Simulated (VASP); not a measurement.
```yaml
crystal:
  lattice:
    - [0.00000, 3.03968, 3.03968]
    - [3.03968, 0.00000, 3.03968]
    - [3.03968, 3.03968, 0.00000]
  atoms:
    - { symbol: Cd, position: [0.00000, 0.00000, 0.00000] }
    - { symbol: Se, position: [0.25000, 0.25000, 0.25000] }
```

Method: HSE06 screened hybrid, VASP's PBE PAW potentials (set 64) (plane waves; VASP 6.6.1). Numerical set-up: 520 eV cut-off, 6×6×6 Γ-centred mesh, Gaussian smearing of 0.050 eV, potentials Cd Se.

**Question.** Give the stress tensor in GPa (positive for a compressed cell).

**Answer.** 
```
1.91  0.00  0.00
0.00  1.91  0.00
0.00  0.00  1.91
```
The pressure is its mean diagonal, 1.91 GPa.

The compound is CdSe in the zinc blende structure, whereas wurtzite is the usual form. This cell is one point of a volume scan, at 0.94 of the reference volume. The cell's shape comes from a PBE relaxation.
